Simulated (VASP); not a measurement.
```xyz
3
Lattice="0.0000 2.7957 2.7957 2.7957 0.0000 2.7957 2.7957 2.7957 0.0000" Properties=species:S:1:pos:R:3 pbc="T T T"
Ca     0.0000     2.7957     2.7957
F      1.3978     1.3978     1.3978
F      4.1935     4.1935     4.1935
```

Computed with revPBE GGA, VASP's PBE PAW potentials (set 64) (plane waves; VASP). Numerical set-up: 520 eV cut-off, Gaussian smearing of 0.050 eV, potentials Ca_sv F.

Give the energies of bands 7 to 15 at the high-symmetry points, in eV from the valence-band maximum.

| band | Γ | X | U | L | W |
|---|---|---|---|---|---|
| 7 | -1.88 | -2.43 | -2.20 | -1.33 | -2.05 |
| 8 | -1.88 | -1.53 | -1.58 | -1.33 | -1.94 |
| 9 | -1.88 | -1.53 | -1.39 | -1.19 | -0.96 |
| 10 | -0.24 | -0.32 | -0.57 | -1.13 | -0.96 |
| 11 | -0.24 | -0.32 | -0.41 | -0.78 | -0.25 |
| 12 | -0.24 | 0.00 | -0.09 | -0.78 | -0.08 |
| 13 | 7.15 | 8.06 | 8.29 | 9.12 | 8.35 |
| 14 | 8.94 | 9.15 | 9.33 | 9.12 | 9.44 |
| 15 | 8.94 | 9.72 | 9.49 | 9.34 | 9.54 |

The gap is indirect, 7.15 eV, from the valence maximum at X to the conduction minimum at Γ.

Measured: gap 11.80 eV (computed value off by -4.65 eV), as given by E. Cadelano et al., The European Physical Journal B (2011), arXiv:1107.5962.

The compound is CaF2 in the fluorite structure. It was relaxed first, which changed the volume by +7 %.
